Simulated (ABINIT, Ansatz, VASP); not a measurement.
MgF2 (P4_2/mnm, 6 atoms in the cell) computed with different codes at matched settings

Self-consistent single point.

```yaml
crystal:
  lattice:
    - [4.73273, 0.00000, 0.00000]
    - [0.00000, 4.73273, 0.00000]
    - [0.00000, 0.00000, 3.12442]
  atoms:
    - { symbol: Mg, position: [0.00000, 0.00000, 0.00000] }
    - { symbol: Mg, position: [0.50000, 0.50000, 0.50000] }
    - { symbol: F, position: [0.30300, 0.30300, 0.00000] }
    - { symbol: F, position: [0.80300, 0.19700, 0.50000] }
    - { symbol: F, position: [0.19700, 0.80300, 0.50000] }
    - { symbol: F, position: [0.69700, 0.69700, 0.00000] }
```

Shared settings, as Ansatz (a first-principles code) writes them: kpoints.mp_grid.grid = 2 2 2; scf.occupations.method = fermi_dirac; scf.occupations.width = 0.02 eV. Potentials and cutoffs stand in the table.

```
code                                                                       model  pressure (GPa)  largest force (eV/Å)  gap on the mesh (eV)   cutoff
------  ------------------------------------------------------------------------  --------------  --------------------  --------------------  -------
VASP                                     PBE, VASP's PBE PAW potentials (set 64)          -12.67                 0.076                     –   400 eV
Ansatz                                                    PBE, default PAW files           -2.60                 0.082                 6.649  default
ABINIT  PBE, norm-conserving pseudopotentials (PseudoDojo nc-sr-05 PBE standard)           -2.14                 0.086                 6.661    42 Ha
```

A dash marks a value that a program does not give, or that is left out as unsure.

No gap is tabulated for VASP: it is not read from that output, or partly filled or unconverged empty levels leave it unsure.

Gaps are read on the mesh.

The spread over the programs that give each value: pressure within 10.53 GPa; largest force within 0.010 eV/Å; gap on the mesh within 0.012 eV.

Ansatz's pressure is given at a fixed set of plane waves, as the other plane-wave codes print theirs; with its correction for the finite basis it is -1.98 GPa (the shift of 0.63 GPa shows how far the cutoff is from converged). In the pressure, VASP (by 10.07) lies more than 1 GPa from the median of the plane-wave programs.

On the base mesh (4 4 6) the same programs gave: Ansatz pressure -2.91 GPa, gap on the mesh 6.661 eV; ABINIT pressure -2.44 GPa, gap on the mesh 6.673 eV; VASP pressure -13.13 GPa.

The values differ from the base mesh's, so the mesh still matters here: the table compares the programs at equal settings.

VASP's run is marked for a possible Pulay error in its stress at this cutoff; no cutoff test was made.

The starting cell has typed, rounded lattice constants, without a prior relaxation at this level. Its lattice was rescaled by a random factor within 2.5 % of one.

Left out of this page: Quantum ESPRESSO, GPAW and SIESTA (not drawn, or without a comparable value); CP2K (on another mesh).

Keys are those of Ansatz 0.2.
